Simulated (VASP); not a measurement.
Output of a VASP run:

OSZICAR:
```
       N       E                     dE             d eps       ncg     rms          rms(c)
DAV:   1     0.178460283247E+04    0.17846E+04   -0.67435E+04  7480   0.122E+03
DAV:   2     0.157511487104E+03   -0.16271E+04   -0.15726E+04  7976   0.381E+02
DAV:   3    -0.896683417827E+02   -0.24718E+03   -0.23808E+03  9035   0.172E+02
DAV:   4    -0.104609563569E+03   -0.14941E+02   -0.14723E+02  8440   0.426E+01
DAV:   5    -0.105495805316E+03   -0.88624E+00   -0.88359E+00 10512   0.930E+00    0.164E+01
DAV:   6    -0.998586129995E+02    0.56372E+01   -0.12557E+01  9741   0.108E+01    0.115E+01
DAV:   7    -0.998573008228E+02    0.13122E-02   -0.26333E+00  9208   0.339E+00    0.600E+00
DAV:   8    -0.998075930537E+02    0.49708E-01   -0.29339E-01  8997   0.216E+00    0.823E-01
DAV:   9    -0.997972949308E+02    0.10298E-01   -0.44447E-02  9288   0.798E-01    0.451E-01
DAV:  10    -0.997980070417E+02   -0.71211E-03   -0.87494E-03  9213   0.248E-01    0.195E-01
DAV:  11    -0.997981010206E+02   -0.93979E-04   -0.61791E-04 11064   0.833E-02    0.112E-01
DAV:  12    -0.997981161880E+02   -0.15167E-04   -0.14880E-04  9093   0.415E-02    0.403E-02
DAV:  13    -0.997981209323E+02   -0.47443E-05   -0.41445E-05  8384   0.206E-02    0.219E-02
DAV:  14    -0.997981208885E+02    0.43707E-07   -0.73742E-06  7448   0.777E-03
   1 F= -.99798121E+02 E0= -.99798121E+02  d E =-.397692E-17
```

**OUTCAR**
```
------------------------ aborting loop because EDIFF is reached ----------------------------------------
  FORCE on cell =-STRESS in cart. coord.  units (eV):
  Direction    XX          YY          ZZ          XY          YZ          ZX
  --------------------------------------------------------------------------------------
  Total      -10.4351720    -10.9355550    -11.3512084     -0.2723198      0.0987712     -0.4692823
  in kB      -32.3209380    -33.8707781    -35.1581846     -0.8434581      0.3059249     -1.4535118
  external PRESSURE =     -33.7833002 kB  Pullay stress =       0.0000000 kB
  volume of cell :      517.28
      direct lattice vectors                 reciprocal lattice vectors
    11.593590000  0.000000000  0.000000000     0.086254560  0.000000000  0.000000000
     0.000000000  3.997790000  0.000000000     0.000000000  0.250138201  0.000000000
     0.000000000  0.000000000 11.160620000     0.000000000  0.000000000  0.089600757
 POSITION                                       TOTAL-FORCE (eV/Angst)
 -----------------------------------------------------------------------------------
      0.22116      1.01543      3.66149        -0.226361     -0.049747     -0.130267
     11.39980      3.00332      7.51189        -0.209573     -0.011723      0.116027
      5.57531      2.98280      9.21213         0.061338     -0.040568      0.057830
      5.98300      1.00454      1.93455         0.091314     -0.000236      0.145013
      1.82367      3.01025      0.36814        -0.137196      0.026125      0.012520
      9.77836      1.00321     10.81544        -0.025452      0.020158     -0.204025
      4.00888      0.98077      5.94853         0.078177      0.031073     -0.102982
      7.59676      3.00404      5.23368         0.208202     -0.002260     -0.212796
      5.25692      2.97546      4.13183        -0.117722      0.083872      0.112671
      6.39224      1.01456      7.01808        -0.238625     -0.101170      0.043182
      0.54833      0.97987      9.72368         0.007338      0.084474      0.047491
     11.03129      3.00268      1.41657         0.093927      0.009103      0.038651
      1.40413      2.99897      4.95408         0.149854      0.054472      0.106084
     10.19502      0.99561      6.19099         0.010482      0.019994      0.008798
      4.38326      0.96270     10.53352        -0.047792      0.130684      0.005568
      7.19295      3.00731      0.65741         0.054742     -0.060496     -0.222492
      8.23566      1.00269      3.44117        -0.105891      0.000165      0.147147
      3.34417      2.99153      7.69281         0.084603     -0.034233      0.029827
      9.12897      3.02095      9.00729         0.179557     -0.082705      0.182252
      2.43601      1.02122      2.15292         0.089077     -0.076984     -0.180500
 -----------------------------------------------------------------------------------
    total drift:                               -0.000358     -0.002334     -0.008593
  FREE ENERGIE OF THE ION-ELECTRON SYSTEM (eV)
  ---------------------------------------------------
  free  energy   TOTEN  =       -99.7981208885 eV

  energy  without entropy=      -99.7981208885  energy(sigma->0) =      -99.79812089
```
(Selected blocks of OUTCAR.)

File POSCAR:
```
Bi2S3
1
   11.5935900000     0.0000000000     0.0000000000
    0.0000000000     3.9977900000     0.0000000000
    0.0000000000     0.0000000000    11.1606200000
Bi S
8 12
Direct
  0.0190760000   0.2539970000   0.3280720000
  0.9832850000   0.7512440000   0.6730710000
  0.4808960000   0.7461110000   0.8254140000
  0.5160610000   0.2512740000   0.1733370000
  0.1573000000   0.7529790000   0.0329860000
  0.8434280000   0.2509410000   0.9690720000
  0.3457840000   0.2453290000   0.5329930000
  0.6552550000   0.7514260000   0.4689420000
  0.4534330000   0.7442760000   0.3702150000
  0.5513600000   0.2537790000   0.6288250000
  0.0472960000   0.2451030000   0.8712490000
  0.9514990000   0.7510840000   0.1269260000
  0.1211130000   0.7501580000   0.4438890000
  0.8793670000   0.2490400000   0.5547170000
  0.3780760000   0.2408080000   0.9438110000
  0.6204250000   0.7522430000   0.0589040000
  0.7103630000   0.2508100000   0.3083310000
  0.2884500000   0.7482960000   0.6892820000
  0.7874150000   0.7556560000   0.8070600000
  0.2101170000   0.2554460000   0.1929030000
```

Problem. Reconstruct the remaining input files.

Solution. One answer among several that fit: the input of the run itself, LDA (Ceperley-Alder, Perdew-Zunger), plane waves, VASP's LDA PAW potentials (set 64).

**INCAR**
```
PREC=Accurate
ISMEAR=0   ! Gaussian
ALGO=Normal   ! blocked Davidson
EDIFF=1E-6   ! SCF stop (eV)
ENCUT=300   ! plane-wave cut-off (eV)
NELM=100
LASPH=.TRUE.   ! aspherical one-centre terms
LMAXMIX=4
SYSTEM=Bi2S3
LCHARG=.FALSE.
LWAVE=.FALSE.
ISIF=2
SIGMA=0.01   ! width (eV)
LREAL=Auto   ! projection in real space or not
```

File KPOINTS:
```
kpoints
0
Gamma
 4 4 4
0.5 0.5 0.5
```

POTCAR, in this order: Bi_d S (LDA.64 set). Program: vasp_std.

At this cut-off the stress carries a Pulay error, which pulls relaxed volumes low.

The structure comes from a computed database's Bi2S3 entry, a phase known from measurement. The cell was not relaxed at this level, atoms are displaced from their ideal sites. The run is one of a series of settings (GGA removed, KPOINTS 4×4×4 Γ-centred mesh shifted by (0.5, 0.5, 0.5), POTCAR Bi_d S (LDA.64 set) against the base run), some of them coarse on purpose.
